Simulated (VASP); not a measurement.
Given:

```xyz
1
Lattice="2.2755 1.3138 1.8042 -2.2755 1.3138 1.8042 0.0000 -2.6275 1.8042" Properties=species:S:1:pos:R:3 pbc="T T T"
Te     0.0000     0.0000     2.7063
```

Calculation: r2SCAN meta-GGA, VASP's PBE PAW potentials (set 64) (plane waves; VASP 6.6.1). Run with 400 eV cut-off, 13×13×13 Γ-centred mesh, tetrahedra with Blöchl corrections, potentials Te.

**Question.** Give the energies of bands 2 to 6 at the high-symmetry points, in eV from the Fermi level.

**Answer.** 
```csv
band,Γ,L,T,P0,F
2,1.13,-6.37,-3.37,-3.31,-4.85
3,1.28,2.64,-3.37,-3.31,-4.66
4,1.28,2.74,-3.09,-2.92,2.38
5,6.33,8.11,4.65,4.83,4.11
6,6.33,10.18,4.65,4.98,11.41
```

It has no gap at this level: it comes out as a metal or semimetal.

The structure comes from a computed database's Te entry (R-3m); how it stands against other phases isn't given here. It was relaxed first.
